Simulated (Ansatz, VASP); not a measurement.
# KBr in two plane-wave programs, part 2 of 2

Aim: how closely do two programs agree when they are given the same cell, functional and k mesh? The cell is taken from a series of runs on this material, whose earlier steps may have relaxed, scaled, displaced or heated it; both programs get it as it stands.

VASP 6.6.1 and Ansatz 0.2.0.

So far: The starting structure; VASP: zone-centre phonons, LDA.

## (3) Ansatz: zone-centre phonons, LDA

Level of this step: Ansatz beside VASP: Kohn-Sham DFT, plane waves, LDA (Ansatz).

Ansatz runs on norm-conserving files, of PseudoDojo where its log says so.

The same cell, functional (in two slightly different forms) and mesh now go to Ansatz.

Contents of input.yaml:

```yaml
crystal:
  lattice:
    - [0.0, 3.1850567282, 3.1850567282]
    - [3.1850567282, 0.0, 3.1850567282]
    - [3.1850567282, 3.1850567282, 0.0]
  atoms:
    - { symbol: K, position: [0.0, 0.0, 0.0] }
    - { symbol: Br, position: [0.5, 0.5, 0.5] }
kpoints:
  mp_grid: { grid: [6, 6, 6] }
hamiltonian:
  xc: lda
  pseudopotentials: { kind: nc, accuracy: standard }
scf:
  occupations: { method: fixed }
output:
  eigenvalues: true
basis:
  ecutwfc: 870.764
phonons:
  method: dfpt
  dielectric: true
  rigid_motions: translations
```

On the command line:

```bash
$ ansatz run input.yaml --threads 2 --pin off --max-ram 4096MiB --backend cpu --events-out ev --progress --plain --runs-dir out
```

Output:

```text
Warning: basis.ecutwfc = 870.764 eV is below the records' recommended 979.609905 eV, and the density's cutoff is lower with it unless basis.ecutrho_ratio is high enough to keep the records' density cutoff: compare with a run at a higher cutoff
Engine: ansatz 0.2.0, x86_64-unknown-linux-gnu
Pseudopotentials: kind: nc
Pseudopotential: K, nc, valence charge 9, recommended cutoff 979.609905 eV (normal), K.nc.azcp (PseudoDojo's, or run here from an input of PseudoDojo's; its table is named by hamiltonian.pseudopotentials.accuracy)
Pseudopotential: Br, nc, valence charge 7, recommended cutoff 598.650497 eV (normal), Br.nc.azcp (PseudoDojo's, or run here from an input of PseudoDojo's; its table is named by hamiltonian.pseudopotentials.accuracy)
Functional definition: SPW92
  exchange = slater_x
  correlation = pw_c
Crystal: 2 atoms, lattice volume = 64.622 Å³
Basis set: ecut = 870.764 eV, 3719 PW (Γ), exchange–correlation on 90×90×90 points (8 copies of the dense FFT grid, shifted against one another)
Bands: 12, of which v1, the nominal top of the filled ones, is band 8 counted from 1 (7 counted from 0)
Symmetry: 48 space group operations
k-points: 30 of 216 (irreducible under 8 space group operations, time reversal used)
Non-local potential: K, projectors of the file, l = 0: 2, l = 1: 2, l = 2: 2
Non-local potential: Br, projectors of the file, l = 0: 2, l = 1: 2, l = 2: 2
Initial density: superposition of atomic densities (chi_scale 0.1, normalization cell, long waves kept (reshape's long-wave potential 0.00 eV rms))
Initial wavefunctions: pseudopotential atomic-orbital guess
Functional: x = slater, c = lda
SCF iter   1: F=—  HF=-1247.904222 eV  |F-HF|=—  |Δ(HF+E_count)|=         —  Δρ=3.86e-2  dr2=1.57e0  ethr=3.10e-3  ⟨swp⟩=6.5  Hψ=2365  notcnv=0  defer=60
preconditioner: auto → none  [insulator: Δε(μ)=3.460 eV  Ē_g=14.761 eV  n_scr=14 (ndim 8)  ℏωp=17.3 eV  f_vac=0.000  ε∞_Penn≈2.4]
SCF iter   2: F=—  HF=-1247.206417 eV  |F-HF|=—  |Δ(HF+E_count)|=   6.98e-1  Δρ=8.56e-3  dr2=6.86e-2  ethr=3.10e-3  ⟨swp⟩=3.9  Hψ=1110  notcnv=0  defer=56
SCF iter   3: F=—  HF=-1247.187334 eV  |F-HF|=—  |Δ(HF+E_count)|=   1.91e-2  Δρ=3.78e-3  dr2=8.65e-3  ethr=4.29e-4  ⟨swp⟩=3.2  Hψ=591  notcnv=0  defer=60
SCF iter   4: F=—  HF=-1247.186028 eV  |F-HF|=—  |Δ(HF+E_count)|=   1.31e-3  Δρ=9.84e-4  dr2=9.60e-4  ethr=5.41e-5  ⟨swp⟩=3.0  Hψ=459  notcnv=0  defer=58
SCF iter   5: F=—  HF=-1247.185928 eV  |F-HF|=—  |Δ(HF+E_count)|=   1.00e-4  Δρ=1.14e-4  dr2=1.12e-5  ethr=6.00e-6  ⟨swp⟩=3.9  Hψ=664  notcnv=0  defer=58
SCF iter   6: F=—  HF=-1247.185929 eV  |F-HF|=—  |Δ(HF+E_count)|=   6.60e-7  Δρ=1.63e-5  dr2=2.37e-7  ethr=7.01e-8  ⟨swp⟩=2.5  Hψ=565  notcnv=0  defer=58
SCF iter   7: F=—  HF=-1247.185964 eV  |F-HF|=—  |Δ(HF+E_count)|=   3.57e-5  Δρ=1.50e-6  dr2=8.84e-10  ethr=1.48e-9  ⟨swp⟩=2.2  Hψ=594  notcnv=0  defer=52
SCF iter   8: F=-1247.185964 eV  HF=-1247.185964 eV  |F-HF|=2.93e-11  |Δ(HF+E_count)|=   1.11e-9  Δρ=2.65e-7  dr2=3.68e-11  ethr=1.00e-12  ⟨swp⟩=14.8  Hψ=3695  notcnv=0
SCF 1 converged in 8 iterations: F = -1247.185964 eV  dr2 = 3.68e-11
NSCF: frozen V_eff on 2 k-points
DFPT response loops at Γ: preconditioner auto → none (the input reference at scf.mixing.eps_inf says where Resta's filter doesn't serve); β = 0.50; Broyden in place of MSR1
── the response to a field inside a basis, on 6×6×6 k-points: an SCF that follows is theirs, and a resumed run solves both again ──
Bands: 9, of which v1, the nominal top of the filled ones, is band 8 counted from 1 (7 counted from 0)
k-points: 28 of 216 (irreducible under 12 space group operations)
Initial density: handed on by an earlier stage of this run
Initial wavefunctions: pseudopotential atomic-orbital guess (no wavefunctions were taken with the density)
Eigensolver: Dense (28 Hₖ)
SCF iter   1: F=—  HF=-1247.185165 eV  |F-HF|=—  |Δ(HF+E_count)|=         —  Δρ=1.66e-4  dr2=1.46e-6  ethr=1.00e-1
preconditioner: auto → none  [insulator: Δε(μ)=4.572 eV  Ē_g=13.064 eV  n_scr=14 (ndim 8)  ℏωp=17.3 eV  f_vac=0.030  ε∞_Penn≈2.8]
SCF iter   2: F=—  HF=-1247.185166 eV  |F-HF|=—  |Δ(HF+E_count)|=   1.03e-6  Δρ=8.26e-5  dr2=3.56e-7  ethr=9.13e-9
SCF iter   3: F=-1247.185167 eV  HF=-1247.185167 eV  |F-HF|=5.30e-9  |Δ(HF+E_count)|=   3.66e-7  Δρ=3.27e-6  dr2=7.14e-9  ethr=2.23e-9
SCF 1 converged in 3 iterations: F = -1247.185167 eV  dr2 = 7.14e-9
DFPT response loops at Γ: mixed as the last ones told, above
SCF converged after 8 iterations
Free energy (F): -1247.185964 eV
Harris-Foulkes:  -1247.185964 eV  (|F-HF|=2.93e-11)
Internal energy: -1247.185964 eV  (E = F + TS)
E sigma→0 (E₀):  -1247.185964 eV
Fermi energy:    1.613171 eV
--- Per-component energies (eV) ---
  E_band       = -123.145642
  E_kinetic    = 400.239856
  E_local      = -932.270833  (includes V_loc(G=0)·N_el)
  E_nonlocal   = 179.553622
  E_hartree    = 245.376142
  E_xc         = -311.228779
  E_vxc        = -261.420430  (∫ρ·V_xc dr)
  E_ewald      = -828.855972
  E_smearing   = -0.000000  (= −TS)
  E_closure    = -0.000000  (closes the sum)
  Σ components = -1247.185964   (vs F -1247.185964, Δ=0.00e0)
--- Band table (eV; the first three rows and the last of 30) ---
  k-point 0: bands = [... 4 lower, -9.3284, 1.6132, 1.6132, 1.6132, 5.9376, 8.9676, 8.9676, 8.9676]
  k-point 1: bands = [... 4 lower, -9.2508, 1.1401, 1.4905, 1.4905, 6.6876, 8.8351, 9.3304, 9.3304]
  k-point 2: bands = [... 4 lower, -9.1060, 0.4266, 1.2646, 1.2646, 7.7630, 9.3004, 10.3016, 10.3016]
  k-point 29: bands = [... 4 lower, -9.2593, 0.7681, 1.0067, 1.0737, 7.8907, 9.6605, 9.8750, 11.0070]
--- Phonons (Γ-DFPT): 2 representative perturbations + reference, on 30 of 216 k-points (Σ response iterations 7) ---
  k mesh reduced under 8 symmetry operations, with k and −k counted as one. Each operation leaves every solved perturbation unchanged. A smaller set is not considered because the run solves the response to a homogeneous field
  ASR residual: 1.038e-3 → 0.000e0 eV/Å²; symmetrization residual: 3.245e-6 eV/Å²
  ASR residual per site (eV/Å²): 1.04e-3 4.15e-5
  Γ frequencies (cm⁻¹): 0.00 0.00 0.00 130.03 130.03 130.03
  ε∞ (high-frequency dielectric tensor):
        2.760358    -0.000000     0.000000
       -0.000000     2.760358    -0.000000
        0.000000    -0.000000     2.760358
  ε⁰ (static dielectric tensor: ions relaxed, cell fixed):
        4.845989     0.000000     0.000000
        0.000000     4.845989    -0.000000
        0.000000    -0.000000     4.845989
  ε⁰ − ε∞ (ionic part):
        2.085632     0.000000    -0.000000
        0.000000     2.085632     0.000000
       -0.000000     0.000000     2.085632
  softest optical mode at Γ: 130.03 cm⁻¹; the repairs (sum rule, projections) moved no ω² at Γ by more than (2.71 cm⁻¹)²
  Born effective charges Z* (e; rows j = field, columns β = displacement):
    site 0:
         1.10261    0.00000    0.00000
         0.00000    1.10261    0.00000
        -0.00000   -0.00000    1.10261
    site 1:
        -1.10261   -0.00000   -0.00000
        -0.00000   -1.10261   -0.00000
         0.00000    0.00000   -1.10261
  Z* charge neutrality: 1.747e-4 e pre-enforcement
  solved inside a basis spanned on kpoints, on 6×6×6 k-points, its susceptibility summed on 10×10×10: ε∞ is read to err by 5.4e-3, Z* by 9.5e-3 e (field_mesh: kpoints solves on kpoints); Z* is corrected for what the basis lacks
  optical modes at Γ without the LO–TO term, one row a degenerate level:
      ω (cm⁻¹)  modes    IR ((D/Å)²/amu)
        130.03      3             3.2052
  optical modes at Γ + LO–TO along q̂ = [1.0000, 0.0000, 0.0000]:
      ω (cm⁻¹)  modes    IR ((D/Å)²/amu)
        130.03      2             2.1368
        172.29      1             1.0684
  optical modes at Γ + LO–TO along q̂ = [0.0000, 1.0000, 0.0000]:
      ω (cm⁻¹)  modes    IR ((D/Å)²/amu)
        130.03      2             2.1368
        172.29      1             1.0684
  optical modes at Γ + LO–TO along q̂ = [0.0000, 0.0000, 1.0000]:
      ω (cm⁻¹)  modes    IR ((D/Å)²/amu)
        130.03      2             2.1368
        172.29      1             1.0684
```

## (4) Side by side

Known differences besides the potentials themselves: the two LDA forms differ slightly; fixed occupations in Ansatz, narrow Gaussian smearing in VASP; VASP's response is taken on the typed mesh, Ansatz refines its own for the field response alone; the cutoff is 870.764 eV in Ansatz and 500 eV in VASP; VASP's log shows a relativistic correction to its local exchange, Ansatz's none; Ansatz's log warns that its cutoff lies below the recommended one. Total energies have different zeros and are not compared.

Both answers:

```
                                     quantity  Ansatz   VASP  difference
                                        ε∞ xx    2.76   2.76     -0.10 %
                                        ε∞ yy    2.76   2.76     -0.10 %
                                        ε∞ zz    2.76   2.76     -0.10 %
 Born charge of K1 (mean of the diagonal) (e)    1.10   1.10        0.00
Born charge of Br2 (mean of the diagonal) (e)   -1.10  -1.10        0.00
                   optical mode 1 to 3 (cm⁻¹)   130.0  131.8     -1.33 %
```

Modes are paired by rising frequency, not by their patterns, so a pair may set unlike modes beside each other; they are those without the splitting of longitudinal modes.

## (5) Summary of results

```yaml
r_m_s_difference_of_the_optical_zone_centre_modes_each_program_s_sorted_by_frequency_zone_centre_phonons_lda: 1.8 cm⁻¹
difference_in_optical_mode_1_to_3_zone_centre_phonons_lda: -1.3 %
```

What this shows: The r.m.s. difference of the optical zone-centre modes, each program's sorted by frequency is 1.8 cm⁻¹ (zone-centre phonons, LDA). Among the rows given in per cent, the largest difference of the zone-centre phonons, LDA pair is in optical mode 1 to 3, -1.3 %. Such differences can come from data sets, numerical settings and the points named under the comparisons, not from the functional's error against experiment.

[Lines on the potential files, build, host, timing and source positions are cut from VASP's logs without a mark.]

[Logs are printed without paths, hosts, clocks, repeated set-up lines and the standing remarks that a program may print on its own settings, such as how far it seeks lower states.]

[Hosts, paths, dates, database ids (printed as entryN), source tags and the programs' standing remarks are cut or masked in the printed files.]
